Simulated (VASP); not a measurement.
# SnPt with and without spin-orbit coupling, part 4 of 4

What does spin-orbit coupling change in SnPt, and what does it cost? All runs use PBEsol. Left out of this account: 1 further run (fields: a reference on another mesh). The start is a cell from a database of measured crystal structures.

VASP 6.6.1, plane waves and PAW; the level of theory is named at each step.

Still holding for the runs below: The k-mesh is coarse for a metal.

So far. Step 5 (Total and projected DOS (PBEsol + SOC)): The DOS at the Fermi level goes from 1.49 to 1.53 states/eV/cell, a number that is sensitive to the mesh. The run took 4.2 times the core time, with 60 spinor bands against 38. Of the states within 0.3 eV of the Fermi level, the largest shares in the PAW spheres are Pt d 39 %, Sn p 19 % and Pt p 12 %. The rest lies in smaller channels or between the spheres.

## (7) Relaxing cell and atoms (PBEsol + SOC)

This step: PBEsol, spin-orbit coupling; plane waves and PAW (Sn_d, Pt) (VASP 6.6.1).

The same relaxation with spinors and spin-orbit coupling.

The input, INCAR:

```
SYSTEM = SnPt
PREC = Accurate
ENCUT = 400
EDIFF = 1E-06
NELM = 100
ISMEAR = -1
SIGMA = 0.05
LREAL = .FALSE.
ALGO = Normal
GGA = PS
LNONCOLLINEAR = .TRUE.
MAGMOM = 0 0 0 0 0 0 0 0 0 0 0 0
NBANDS = 60
GGA_COMPAT = .FALSE.
LASPH = .TRUE.
LSORBIT = .TRUE.
LMAXMIX = 4
LORBIT = 11
LWAVE = .FALSE.
LCHARG = .FALSE.
KPAR = 4
IBRION = 2
NSW = 60
ISIF = 3
EDIFFG = -0.01
```

The input, POSCAR:

```
SnPt
1.0
    4.1014000000      0.0000000000      0.0000000000
   -2.0507000000      3.5519165911      0.0000000000
    0.0000000000      0.0000000000      5.4405000000
Sn Pt
2 2
Direct
    0.3333333333      0.6666666667      0.2500000000
    0.6666666667      0.3333333333      0.7500000000
    0.0000000000      0.0000000000      0.0000000000
    0.0000000000      0.0000000000      0.5000000000
```

The input, KPOINTS:

```
Automatic mesh
0
Gamma
7 7 5
0 0 0
```

The projector-augmented-wave data sets are Sn_d and Pt (PBE family, release 64).

Started as:

```bash
mpirun -np 4 vasp_ncl
```

Log:

```text
[... set-up lines as in an earlier step ...]
 entering main loop
       N       E                     dE             d eps       ncg     rms          rms(c)
[... 13 cycles as in an earlier step ...]
   1 F= -.25516624E+02 E0= -.25508240E+02  d E =-.255166E+02  mag=    -0.0000    -0.0000     0.0000
 curvature:   0.00 expect dE= 0.000E+00 dE for cont linesearch  0.000E+00
 trial: gam= 0.00000 g(F)=  0.746E-46 g(S)=  0.127E-01 ort = 0.000E+00 (trialstep = 0.100E+01)
 search vector abs. value=  0.127E-01
 bond charge predicted
       N       E                     dE             d eps       ncg     rms          rms(c)
DAV:   1    -0.257457571370E+02   -0.22913E+00   -0.45921E+00  3712   0.259E+01    0.298E+00
DAV:   2    -0.255439564000E+02    0.20180E+00   -0.55498E-01  3204   0.745E+00    0.153E+00
DAV:   3    -0.255213389157E+02    0.22617E-01   -0.38488E-02  3772   0.248E+00    0.779E-01
DAV:   4    -0.255152733260E+02    0.60656E-02   -0.11045E-02  3876   0.118E+00    0.328E-01
DAV:   5    -0.255137791395E+02    0.14942E-02   -0.25409E-03  3896   0.548E-01    0.866E-02
DAV:   6    -0.255135908820E+02    0.18826E-03   -0.52018E-04  3068   0.248E-01    0.186E-02
DAV:   7    -0.255135892887E+02    0.15933E-05   -0.22759E-05  4024   0.479E-02    0.149E-02
DAV:   8    -0.255135877667E+02    0.15220E-05   -0.13603E-06  2272   0.981E-03    0.814E-03
DAV:   9    -0.255135869068E+02    0.85996E-06   -0.78638E-07  1568   0.764E-03
   2 F= -.25513587E+02 E0= -.25504214E+02  d E =0.303709E-02  mag=     0.0000     0.0000     0.0000
[...]
3 F= -.25519115E+02 E0= -.25510339E+02  d E =-.249124E-02  mag=     0.0000    -0.0000    -0.0000
 curvature:  -0.21 expect dE=-0.180E-03 dE for cont linesearch -0.119E-10
 trial: gam= 0.06877 g(F)=  0.399E-46 g(S)=  0.876E-03 ort = 0.859E-06 (trialstep = 0.880E+00)
 search vector abs. value=  0.936E-03
 bond charge predicted
       N       E                     dE             d eps       ncg     rms          rms(c)
DAV:   1    -0.255217137830E+02   -0.25990E-02   -0.10377E-01  3008   0.210E+00    0.274E-01
DAV:   2    -0.255202564226E+02    0.14574E-02   -0.33155E-03  3408   0.725E-01    0.161E-01
DAV:   3    -0.255195170345E+02    0.73939E-03   -0.72669E-04  3964   0.350E-01    0.620E-02
DAV:   4    -0.255194932026E+02    0.23832E-04   -0.20275E-04  3756   0.122E-01    0.282E-02
DAV:   5    -0.255194934482E+02   -0.24555E-06   -0.21077E-05  3176   0.425E-02    0.125E-02
DAV:   6    -0.255194925780E+02    0.87020E-06   -0.99804E-07  1812   0.155E-02
   4 F= -.25519493E+02 E0= -.25510526E+02  d E =-.377335E-03  mag=     0.0000    -0.0000     0.0000
 trial-energy change:   -0.000377  1 .order   -0.000391   -0.000771   -0.000011
 step:   0.8936(harm=  0.8921)  dis= 0.00000  next Energy=   -25.519493 (dE=-0.377E-03)
 reached required accuracy - stopping structural energy minimisation
```

Run time: 2.4 min. Hardware: 4 MPI ranks of Intel Xeon Platinum 8259CL at 2.50GHz (Skylake/Cascade Lake), shared host; peak memory 1.5 GiB; 9.5 min of CPU time.

Parts of OUTCAR (step 7):

```text
   NELECT =      48.0000    total number of electrons

 E-fermi :   9.6562

 k-point     1 :       0.0000    0.0000    0.0000
  band No.  band energies     occupation
    ...
     40       6.9054      1.00000
     41       7.5384      1.00000
     42       7.5384      1.00000
     43       8.0839      1.00000
     44       8.0839      1.00000
     45      10.8545      0.00000
     46      10.8545      0.00000
     47      10.9800      0.00000
     48      10.9800      0.00000
     49      11.8869      0.00000
    ...

  Total        0.0042092      0.0042092     -0.0004529      0.0000000      0.0000000      0.0000000
  in kB        0.0844106      0.0844106     -0.0090816      0.0000000      0.0000000      0.0000000
  external PRESSURE =       0.0532465 kB  Pullay stress =       0.0000000 kB

 POSITION                                       TOTAL-FORCE (eV/Angst)
 -----------------------------------------------------------------------------------
     -0.00000      2.37850      1.35893         0.000000     -0.000000      0.000000
      2.05984      1.18925      4.07678        -0.000000      0.000000      0.000000
      4.11968      0.00000      0.00000        -0.000000      0.000000      0.000000
      4.11968      0.00000      2.71785        -0.000000      0.000000      0.000000
 -----------------------------------------------------------------------------------
    total drift:                               -0.000000      0.000000     -0.000000

  FREE ENERGIE OF THE ION-ELECTRON SYSTEM (eV)
  ---------------------------------------------------
  free  energy   TOTEN  =       -25.5194925780 eV

  energy  without entropy=      -25.5015598794  energy(sigma->0) =      -25.51052623

 Spin-Orbit-Coupling matrix elements
 Ion:    1  E_soc:     -0.1049889
 Ion:    2  E_soc:     -0.1049889
 Ion:    3  E_soc:     -0.6516979
 Ion:    4  E_soc:     -0.6516979

 magnetization (x)
# of ion       s       p       d       tot
------------------------------------------
    1        0.000  -0.000  -0.000  -0.000
    2        0.000  -0.000   0.000  -0.000
    3        0.000  -0.000  -0.000  -0.000
    4        0.000  -0.000   0.000   0.000
--------------------------------------------------
tot          0.000  -0.000  -0.000  -0.000

 magnetization (y)
# of ion       s       p       d       tot
------------------------------------------
    1       -0.000   0.000   0.000  -0.000
    2        0.000   0.000   0.000   0.000
    3        0.000   0.000   0.000   0.000
    4        0.000   0.000   0.000   0.000
--------------------------------------------------
tot         -0.000   0.000   0.000  -0.000

 magnetization (z)
# of ion       s       p       d       tot
------------------------------------------
    1        0.000   0.000   0.000   0.000
    2        0.000   0.000   0.000   0.000
    3       -0.000   0.000   0.000   0.000
    4        0.000   0.000   0.000   0.000
--------------------------------------------------
tot          0.000   0.000   0.000   0.000

[... 9 parts as in an earlier step ...]

[... 9 further parts left out ...]
```

CONTCAR:

```
SnPt
   1.00000000000000
     4.1196765269069742    0.0000000000000000    0.0000000000000000
    -2.0598382634534871    3.5677445276946371   -0.0000000000000000
     0.0000000000000000    0.0000000000000000    5.4357007748166390
  Sn              Pt
     2     2
Direct
     0.3333333332999970    0.6666666667000030    0.2500000000000000
     0.6666666667000030    0.3333333332999970    0.7500000000000000
     1.0000000000000000    0.0000000000000000    0.0000000000000000
     1.0000000000000000    0.0000000000000000    0.5000000000000000
```

Step by step:

| step | energy less that of the first step (eV) | largest force (eV/Å) | pressure (GPa) | volume (Å³) |
| --- | --- | --- | --- | --- |
| 1 | 0.0000 | 0.0000 | 1.15 | 79.26 |
| 2 | 0.0030 | 0.0000 | -1.83 | 80.90 |
| 3 | -0.0025 | 0.0000 | -0.09 | 79.91 |
| 4 | -0.0029 | 0.0000 | 0.01 | 79.89 |

```csv
"conventional cell, symmetrised",before,after,change
a (Å),4.101,4.120,+0.4 %
b (Å),4.101,4.120,+0.4 %
c (Å),5.441,5.436,-0.1 %
volume (Å³/atom),19.81,19.97,+0.8 %
```

The relaxed structure:

```xyz
4
Lattice="4.1197 0.0000 0.0000 -2.0598 3.5677 0.0000 0.0000 0.0000 5.4357" Properties=species:S:1:pos:R:3 pbc="T T T"
Sn    0.0000    2.3785    1.3589
Sn    2.0598    1.1892    4.0768
Pt    0.0000    0.0000    0.0000
Pt    0.0000    0.0000    2.7179
```

This step gave:

* bands: 60
* free energy (TOTEN): -25.52 eV
* energy at zero smearing: -25.51 eV
* Fermi energy: 9.656 eV
* pressure: 0.005325 GPa
* SCF cycles over all ionic steps: 35

On-site spin-orbit energy by atom:

```
atom  on-site spin-orbit energy (eV)
 Sn1                          -0.105
 Sn2                          -0.105
 Pt3                          -0.652
 Pt4                          -0.652
```

The cell ends at 19.97 Å³/atom, under 0.05 % from the run without the coupling. The run took 4.2 times the core time, with 60 spinor bands against 30.

The cell grew by 0.8 % in volume.

## (8) Side by side

| quantity | without | with spin-orbit coupling |
| --- | --- | --- |
| gap (eV) | none | none |
| core minutes, bands | 3.1 | 13 |
| DOS at the Fermi level (states/eV/cell) | 1.49 | 1.53 |
| core minutes, DOS | 0.88 | 3.7 |
| relaxed volume (Å³/atom) | 19.98 | 19.97 |
| core minutes, relaxation | 2.3 | 9.6 |

## (9) Results

```
gap (eV), without → with                                : none → none
DOS at the Fermi level (states/eV/cell), without → with : 1.49 → 1.53
relaxed volume (Å³/atom), without → with                : 19.98 → 19.97
```

What this shows: SnPt has no gap with or without spin-orbit coupling. The relaxed volume moves by under 0.05 %. The spinor runs cost 4.2 to 4.2 times as much, on a shared host. The k-sampling is coarse for a metal, so the Fermi level, pressures and the shape of the cell carry errors.

[Lines on the potential files, build, host, timing and source positions are cut from VASP's logs without a mark.]

[Logs are printed without paths, hosts, clocks, repeated set-up lines and the standing remarks that a program may print on its own settings, such as how far it seeks lower states.]

[Hosts, paths, dates, database ids (printed as entryN), source tags and the programs' standing remarks are cut or masked in the printed files.]

[A measured line is paired with the nearest computed mode of its activity, which favours agreement.]
